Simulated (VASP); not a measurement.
These are PBE GGA, VASP's PBE PAW potentials (set 64) (plane waves; VASP) values and carry that method's errors.

A VASP calculation is set up with these files.

File POSCAR:
```
BaF2
1
    0.0000000000     3.1000000000     3.1000000000
    3.1000000000     0.0000000000     3.1000000000
    3.1000000000     3.1000000000     0.0000000000
Ba F
1 2
Direct
  0.0000000000   0.0000000000   0.0000000000
  0.2500000000   0.2500000000   0.2500000000
  0.7500000000   0.7500000000   0.7500000000
```

### KPOINTS
```
kpoints
0
gamma
  7 7 7
```

**INCAR**
```
ENCUT=520
ISMEAR=0   ! Gaussian
PREC=Accurate
ISIF=2   ! forces and stress, cell fixed
BMIX=3.0
IMIX=1
ALGO=Normal
AMIX=0.05
GGA=PE
EDIFF=1E-6   ! SCF stop (eV)
LCHARG=.FALSE.
LASPH=.TRUE.   ! aspherical one-centre terms
NELM=100   ! most electronic steps
SYSTEM=BaF2
LMAXMIX=4   ! l cut-off of mixed one-centre charges
SIGMA=0.05
LREAL=.FALSE.
LWAVE=.FALSE.
```

POTCAR, in this order: Ba_sv F (PBE.64 set). Program: vasp_std.

What VASP printed:

OSZICAR:
```
...
DAV:  12    -0.177889271339E+02    0.94801E-01   -0.19181E-02   664   0.105E+00    0.540E+00
DAV:  13    -0.177068684509E+02    0.82059E-01   -0.16615E-02   736   0.975E-01    0.509E+00
DAV:  14    -0.176356574722E+02    0.71211E-01   -0.13673E-02   656   0.871E-01    0.480E+00
DAV:  15    -0.175736954260E+02    0.61962E-01   -0.11971E-02   704   0.814E-01    0.454E+00
DAV:  16    -0.175196475428E+02    0.54048E-01   -0.98421E-03   656   0.722E-01    0.430E+00
DAV:  17    -0.174723567671E+02    0.47291E-01   -0.85807E-03   728   0.676E-01    0.408E+00
DAV:  18    -0.174308641421E+02    0.41493E-01   -0.71032E-03   672   0.603E-01    0.387E+00
DAV:  19    -0.173943426322E+02    0.36522E-01   -0.61513E-03   736   0.563E-01    0.369E+00
DAV:  20    -0.173621069775E+02    0.32236E-01   -0.51334E-03   688   0.507E-01    0.352E+00
DAV:  21    -0.173335636327E+02    0.28543E-01   -0.44372E-03   760   0.470E-01    0.336E+00
DAV:  22    -0.173082154042E+02    0.25348E-01   -0.37267E-03   696   0.428E-01    0.321E+00
DAV:  23    -0.172856372375E+02    0.22578E-01   -0.32009E-03   744   0.396E-01    0.308E+00
DAV:  24    -0.172654697103E+02    0.20168E-01   -0.26989E-03   720   0.362E-01    0.295E+00
DAV:  25    -0.172474030741E+02    0.18067E-01   -0.23292E-03   752   0.335E-01    0.284E+00
DAV:  26    -0.172311772733E+02    0.16226E-01   -0.19954E-03   744   0.309E-01    0.273E+00
DAV:  27    -0.172165672721E+02    0.14610E-01   -0.17204E-03   760   0.285E-01    0.262E+00
DAV:  28    -0.172033792160E+02    0.13188E-01   -0.14799E-03   776   0.265E-01    0.253E+00
DAV:  29    -0.171914477285E+02    0.11931E-01   -0.12812E-03   752   0.247E-01    0.243E+00
DAV:  30    -0.171806302066E+02    0.10818E-01   -0.11107E-03   784   0.230E-01    0.235E+00
DAV:  31    -0.171708030917E+02    0.98271E-02   -0.96286E-04   784   0.215E-01    0.227E+00
DAV:  32    -0.171618596846E+02    0.89434E-02   -0.83745E-04   792   0.202E-01    0.219E+00
DAV:  33    -0.171537075264E+02    0.81522E-02   -0.73297E-04   808   0.190E-01    0.212E+00
DAV:  34    -0.171462663648E+02    0.74412E-02   -0.64049E-04   808   0.178E-01    0.205E+00
DAV:  35    -0.171394656392E+02    0.68007E-02   -0.56432E-04   808   0.167E-01    0.198E+00
DAV:  36    -0.171332434558E+02    0.62222E-02   -0.49702E-04   816   0.158E-01    0.192E+00
DAV:  37    -0.171275452499E+02    0.56982E-02   -0.44134E-04   824   0.149E-01    0.186E+00
DAV:  38    -0.171223228948E+02    0.52224E-02   -0.39270E-04   816   0.141E-01    0.180E+00
DAV:  39    -0.171175334941E+02    0.47894E-02   -0.34925E-04   816   0.133E-01    0.175E+00
DAV:  40    -0.171131390350E+02    0.43945E-02   -0.31150E-04   832   0.127E-01    0.169E+00
DAV:  41    -0.171091055653E+02    0.40335E-02   -0.27894E-04   808   0.121E-01    0.164E+00
DAV:  42    -0.171054031881E+02    0.37024E-02   -0.25264E-04   840   0.116E-01    0.160E+00
DAV:  43    -0.171020048767E+02    0.33983E-02   -0.22648E-04   816   0.111E-01    0.155E+00
DAV:  44    -0.170988861540E+02    0.31187E-02   -0.20563E-04   840   0.107E-01    0.150E+00
DAV:  45    -0.170960251024E+02    0.28611E-02   -0.18652E-04   824   0.103E-01    0.146E+00
DAV:  46    -0.170934017573E+02    0.26233E-02   -0.17019E-04   840   0.990E-02    0.142E+00
DAV:  47    -0.170909980549E+02    0.24037E-02   -0.15532E-04   808   0.954E-02    0.138E+00
DAV:  48    -0.170887976157E+02    0.22004E-02   -0.14319E-04   840   0.919E-02    0.134E+00
DAV:  49    -0.170867854033E+02    0.20122E-02   -0.13056E-04   808   0.888E-02    0.131E+00
DAV:  50    -0.170849476614E+02    0.18377E-02   -0.12082E-04   840   0.857E-02    0.127E+00
DAV:  51    -0.170832718237E+02    0.16758E-02   -0.11097E-04   808   0.832E-02    0.124E+00
DAV:  52    -0.170817463373E+02    0.15255E-02   -0.10303E-04   840   0.805E-02    0.120E+00
DAV:  53    -0.170803606089E+02    0.13857E-02   -0.95142E-05   808   0.782E-02    0.117E+00
DAV:  54    -0.170791047945E+02    0.12558E-02   -0.88947E-05   848   0.758E-02    0.114E+00
DAV:  55    -0.170779699328E+02    0.11349E-02   -0.82373E-05   808   0.739E-02    0.111E+00
DAV:  56    -0.170769476854E+02    0.10222E-02   -0.77340E-05   856   0.715E-02    0.108E+00
DAV:  57    -0.170760303217E+02    0.91736E-03   -0.71490E-05   808   0.698E-02    0.105E+00
DAV:  58    -0.170752106692E+02    0.81965E-03   -0.67811E-05   872   0.677E-02    0.103E+00
DAV:  59    -0.170744820983E+02    0.72857E-03   -0.62541E-05   816   0.661E-02    0.100E+00
DAV:  60    -0.170738383537E+02    0.64374E-03   -0.59333E-05   856   0.643E-02    0.977E-01
DAV:  61    -0.170732737984E+02    0.56456E-03   -0.55290E-05   840   0.628E-02    0.952E-01
DAV:  62    -0.170727829970E+02    0.49080E-03   -0.52187E-05   864   0.610E-02    0.929E-01
DAV:  63    -0.170723610337E+02    0.42196E-03   -0.49153E-05   840   0.597E-02    0.907E-01
DAV:  64    -0.170720031677E+02    0.35787E-03   -0.45968E-05   848   0.580E-02    0.885E-01
DAV:  65    -0.170717051207E+02    0.29805E-03   -0.43746E-05   856   0.570E-02    0.864E-01
DAV:  66    -0.170714628075E+02    0.24231E-03   -0.40794E-05   864   0.552E-02    0.843E-01
DAV:  67    -0.170712724412E+02    0.19037E-03   -0.39009E-05   856   0.542E-02    0.823E-01
DAV:  68    -0.170711304858E+02    0.14196E-03   -0.36364E-05   864   0.525E-02    0.804E-01
DAV:  69    -0.170710336118E+02    0.96874E-04   -0.34777E-05   856   0.516E-02    0.786E-01
DAV:  70    -0.170709787056E+02    0.54906E-04   -0.32579E-05   856   0.500E-02    0.768E-01
DAV:  71    -0.170709628730E+02    0.15833E-04   -0.31141E-05   848   0.491E-02    0.750E-01
DAV:  72    -0.170709833641E+02   -0.20491E-04   -0.29169E-05   856   0.475E-02    0.733E-01
DAV:  73    -0.170710376295E+02   -0.54265E-04   -0.27971E-05   856   0.467E-02    0.717E-01
DAV:  74    -0.170711232585E+02   -0.85629E-04   -0.26185E-05   840   0.453E-02    0.701E-01
DAV:  75    -0.170712380017E+02   -0.11474E-03   -0.25199E-05   848   0.445E-02    0.685E-01
DAV:  76    -0.170713797460E+02   -0.14174E-03   -0.23590E-05   856   0.431E-02    0.670E-01
DAV:  77    -0.170715465009E+02   -0.16675E-03   -0.22650E-05   832   0.424E-02    0.656E-01
DAV:  78    -0.170717364118E+02   -0.18991E-03   -0.21368E-05   856   0.410E-02    0.642E-01
DAV:  79    -0.170719477292E+02   -0.21132E-03   -0.20357E-05   832   0.403E-02    0.628E-01
DAV:  80    -0.170721788045E+02   -0.23108E-03   -0.19360E-05   856   0.391E-02    0.614E-01
DAV:  81    -0.170724281012E+02   -0.24930E-03   -0.18416E-05   840   0.384E-02    0.601E-01
DAV:  82    -0.170726941356E+02   -0.26603E-03   -0.17435E-05   832   0.373E-02    0.589E-01
DAV:  83    -0.170729755818E+02   -0.28145E-03   -0.16802E-05   840   0.365E-02    0.577E-01
DAV:  84    -0.170732711621E+02   -0.29558E-03   -0.15884E-05   848   0.355E-02    0.565E-01
DAV:  85    -0.170735796348E+02   -0.30847E-03   -0.15069E-05   816   0.349E-02    0.553E-01
DAV:  86    -0.170738998853E+02   -0.32025E-03   -0.14571E-05   856   0.339E-02    0.542E-01
DAV:  87    -0.170742308838E+02   -0.33100E-03   -0.13775E-05   832   0.332E-02    0.531E-01
DAV:  88    -0.170745715724E+02   -0.34069E-03   -0.13103E-05   840   0.324E-02    0.520E-01
DAV:  89    -0.170749210476E+02   -0.34948E-03   -0.12637E-05   824   0.318E-02    0.510E-01
DAV:  90    -0.170752784360E+02   -0.35739E-03   -0.12002E-05   848   0.309E-02    0.499E-01
DAV:  91    -0.170756428883E+02   -0.36445E-03   -0.11428E-05   816   0.303E-02    0.489E-01
DAV:  92    -0.170760136296E+02   -0.37074E-03   -0.11004E-05   848   0.295E-02    0.480E-01
DAV:  93    -0.170763899409E+02   -0.37631E-03   -0.10467E-05   800   0.289E-02    0.470E-01
DAV:  94    -0.170767711212E+02   -0.38118E-03   -0.10032E-05   840   0.282E-02    0.461E-01
DAV:  95    -0.170771565322E+02   -0.38541E-03   -0.95760E-06   784   0.276E-02    0.452E-01
DAV:  96    -0.170775455713E+02   -0.38904E-03   -0.92320E-06   832   0.269E-02    0.444E-01
DAV:  97    -0.170779376748E+02   -0.39210E-03   -0.87556E-06   784   0.263E-02    0.435E-01
DAV:  98    -0.170783322906E+02   -0.39462E-03   -0.84168E-06   808   0.257E-02    0.427E-01
DAV:  99    -0.170787289420E+02   -0.39665E-03   -0.80703E-06   776   0.251E-02    0.419E-01
DAV: 100    -0.170791271548E+02   -0.39821E-03   -0.77139E-06   800   0.244E-02
   1 F= -.17079127E+02 E0= -.17079127E+02  d E =-.755032E-18
```

OUTCAR:
```
------------------------ aborting loop EDIFF was not reached (unconverged)  ----------------------------
  FORCE on cell =-STRESS in cart. coord.  units (eV):
  Direction    XX          YY          ZZ          XY          YZ          ZX
  --------------------------------------------------------------------------------------
  Total        1.5115277      1.5115277      1.5115277      0.0000000      0.0000000      0.0000000
  in kB       40.6454211     40.6454211     40.6454211      0.0000000      0.0000000      0.0000000
  external PRESSURE =      40.6454211 kB  Pullay stress =       0.0000000 kB
  volume of cell :       59.58
      direct lattice vectors                 reciprocal lattice vectors
     0.000000000  3.100000000  3.100000000    -0.161290323  0.161290323  0.161290323
     3.100000000  0.000000000  3.100000000     0.161290323 -0.161290323  0.161290323
     3.100000000  3.100000000  0.000000000     0.161290323  0.161290323 -0.161290323
 POSITION                                       TOTAL-FORCE (eV/Angst)
 -----------------------------------------------------------------------------------
      0.00000      0.00000      0.00000         0.000000     -0.000000      0.000000
      1.55000      1.55000      1.55000        -0.000000     -0.000000     -0.000000
      4.65000      4.65000      4.65000         0.000000      0.000000     -0.000000
 -----------------------------------------------------------------------------------
    total drift:                                0.000000      0.000000      0.000000
  FREE ENERGIE OF THE ION-ELECTRON SYSTEM (eV)
  ---------------------------------------------------
  free  energy   TOTEN  =       -17.0791271548 eV

  energy  without entropy=      -17.0791271548  energy(sigma->0) =      -17.07912715
```
(Selected blocks of OUTCAR.)

**stdout**
```
...
DAV:  81    -0.170724281012E+02   -0.24930E-03   -0.18416E-05   840   0.384E-02    0.601E-01
DAV:  82    -0.170726941356E+02   -0.26603E-03   -0.17435E-05   832   0.373E-02    0.589E-01
DAV:  83    -0.170729755818E+02   -0.28145E-03   -0.16802E-05   840   0.365E-02    0.577E-01
DAV:  84    -0.170732711621E+02   -0.29558E-03   -0.15884E-05   848   0.355E-02    0.565E-01
DAV:  85    -0.170735796348E+02   -0.30847E-03   -0.15069E-05   816   0.349E-02    0.553E-01
DAV:  86    -0.170738998853E+02   -0.32025E-03   -0.14571E-05   856   0.339E-02    0.542E-01
DAV:  87    -0.170742308838E+02   -0.33100E-03   -0.13775E-05   832   0.332E-02    0.531E-01
DAV:  88    -0.170745715724E+02   -0.34069E-03   -0.13103E-05   840   0.324E-02    0.520E-01
DAV:  89    -0.170749210476E+02   -0.34948E-03   -0.12637E-05   824   0.318E-02    0.510E-01
DAV:  90    -0.170752784360E+02   -0.35739E-03   -0.12002E-05   848   0.309E-02    0.499E-01
DAV:  91    -0.170756428883E+02   -0.36445E-03   -0.11428E-05   816   0.303E-02    0.489E-01
DAV:  92    -0.170760136296E+02   -0.37074E-03   -0.11004E-05   848   0.295E-02    0.480E-01
DAV:  93    -0.170763899409E+02   -0.37631E-03   -0.10467E-05   800   0.289E-02    0.470E-01
DAV:  94    -0.170767711212E+02   -0.38118E-03   -0.10032E-05   840   0.282E-02    0.461E-01
DAV:  95    -0.170771565322E+02   -0.38541E-03   -0.95760E-06   784   0.276E-02    0.452E-01
DAV:  96    -0.170775455713E+02   -0.38904E-03   -0.92320E-06   832   0.269E-02    0.444E-01
DAV:  97    -0.170779376748E+02   -0.39210E-03   -0.87556E-06   784   0.263E-02    0.435E-01
DAV:  98    -0.170783322906E+02   -0.39462E-03   -0.84168E-06   808   0.257E-02    0.427E-01
DAV:  99    -0.170787289420E+02   -0.39665E-03   -0.80703E-06   776   0.251E-02    0.419E-01
DAV: 100    -0.170791271548E+02   -0.39821E-03   -0.77139E-06   800   0.244E-02

 -----------------------------------------------------------------------------
|                                                                             |
|           W    W    AA    RRRRR   N    N  II  N    N   GGGG   !!!           |
|           W    W   A  A   R    R  NN   N  II  NN   N  G    G  !!!           |
|           W    W  A    A  R    R  N N  N  II  N N  N  G       !!!           |
|           W WW W  AAAAAA  RRRRR   N  N N  II  N  N N  G  GGG   !            |
|           WW  WW  A    A  R   R   N   NN  II  N   NN  G    G                |
|           W    W  A    A  R    R  N    N  II  N    N   GGGG   !!!           |
|                                                                             |
|     The electronic self-consistency was not achieved in the given           |
|     number of steps (NELM). The forces and other quantities evaluated       |
|     might not be reliable so examine the results carefully. If you find     |
|     spurious results, we suggest increasing NELM, if you were close to      |
|     convergence or switching to a different ALGO or adjusting the           |
|     density mixing parameters otherwise.                                    |
|                                                                             |
 -----------------------------------------------------------------------------

   1 F= -.17079127E+02 E0= -.17079127E+02  d E =-.755032E-18
```

Convergence was not reached.

The compound is BaF2 in the fluorite structure. The cell was not relaxed at this level. The run is one of a series of settings (AMIX = 0.05, BMIX = 3.0, IMIX = 1 against the base run), some of them coarse on purpose.
